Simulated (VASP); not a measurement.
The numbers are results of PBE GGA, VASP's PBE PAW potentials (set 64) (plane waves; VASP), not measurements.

VASP input:

POSCAR:
```
Al
1
    1.7428560000     1.0062390000     3.2319140000
   -1.7428560000     1.0062390000     3.2319140000
    0.0000000000    -2.0124770000     3.2319140000
Al
2
Direct
  0.2188130000   0.2191600000   0.2394740000
  0.7811870000   0.7808400000   0.7605260000
```

### KPOINTS
```
Automatic mesh
0
Gamma
8 8 8
0 0 0
```

**INCAR**
```
ALGO  =  Normal
EDIFF  =  1E-6
ENCUT  =  300
GGA  =  PE
ISIF  =  2
ISMEAR  =  0
LASPH  =  .TRUE.
LCHARG  =  .FALSE.
LREAL  =  .FALSE.
LWAVE  =  .FALSE.
NELM  =  100
PREC  =  Accurate
SIGMA  =  0.272
SYSTEM  =  Al
```

POTCAR, in this order: Al (PBE.64 set). Program: vasp_std.

What VASP printed:

File OSZICAR:
```
       N       E                     dE             d eps       ncg     rms          rms(c)
DAV:   1    -0.497596886479E+00   -0.49760E+00   -0.17637E+03  3717   0.435E+02
DAV:   2    -0.568400380216E+01   -0.51864E+01   -0.50031E+01  5026   0.408E+01
DAV:   3    -0.572435783216E+01   -0.40354E-01   -0.39877E-01  4935   0.472E+00
DAV:   4    -0.572446482728E+01   -0.10700E-03   -0.10698E-03  5614   0.223E-01
DAV:   5    -0.572446496908E+01   -0.14181E-06   -0.14095E-06  5033   0.580E-03    0.238E+00
DAV:   6    -0.563582256552E+01    0.88642E-01   -0.11572E-01  4725   0.148E+00    0.135E+00
DAV:   7    -0.561216809668E+01    0.23654E-01   -0.86133E-02  5250   0.136E+00    0.268E-01
DAV:   8    -0.561152156086E+01    0.64654E-03   -0.47693E-03  3962   0.488E-01    0.749E-02
DAV:   9    -0.561151212631E+01    0.94345E-05   -0.27508E-04  4802   0.979E-02    0.551E-02
DAV:  10    -0.561150188561E+01    0.10241E-04   -0.35641E-05  4711   0.333E-02    0.566E-03
DAV:  11    -0.561150147682E+01    0.40879E-06   -0.27268E-06  3941   0.969E-03
   1 F= -.56115015E+01 E0= -.55935315E+01  d E =-.359400E-01
```

**OUTCAR**
```
------------------------ aborting loop because EDIFF is reached ----------------------------------------
  FORCE on cell =-STRESS in cart. coord.  units (eV):
  Direction    XX          YY          ZZ          XY          YZ          ZX
  --------------------------------------------------------------------------------------
  Total        4.5394459      6.6614794      3.6266277     -0.0156114      0.8862848      0.0082704
  in kB      213.8650755    313.8395811    170.8598448     -0.7354938     41.7551771      0.3896382
  external PRESSURE =     232.8548338 kB  Pullay stress =       0.0000000 kB
  volume of cell :       34.01
      direct lattice vectors                 reciprocal lattice vectors
     1.742856000  1.006239000  3.231914000     0.286885434  0.165633335  0.103138041
    -1.742856000  1.006239000  3.231914000    -0.286885434  0.165633335  0.103138041
     0.000000000 -2.012477000  3.231914000     0.000000000 -0.331266671  0.103138092
 POSITION                                       TOTAL-FORCE (eV/Angst)
 -----------------------------------------------------------------------------------
     -0.00060     -0.04123      2.18945         0.010004      0.922261      3.959378
      0.00060      0.04123      7.50629        -0.010004     -0.922261     -3.959378
 -----------------------------------------------------------------------------------
    total drift:                               -0.000000      0.000000     -0.000000
  FREE ENERGIE OF THE ION-ELECTRON SYSTEM (eV)
  ---------------------------------------------------
  free  energy   TOTEN  =        -5.6115014768 eV

  energy  without entropy=       -5.5755614560  energy(sigma->0) =       -5.59353147
```
(Selected blocks of OUTCAR.)

The structure was generated: Al was put into an ordered model structure, which need not be its known phase. The cell was not relaxed at this level, atoms are displaced from their ideal sites.
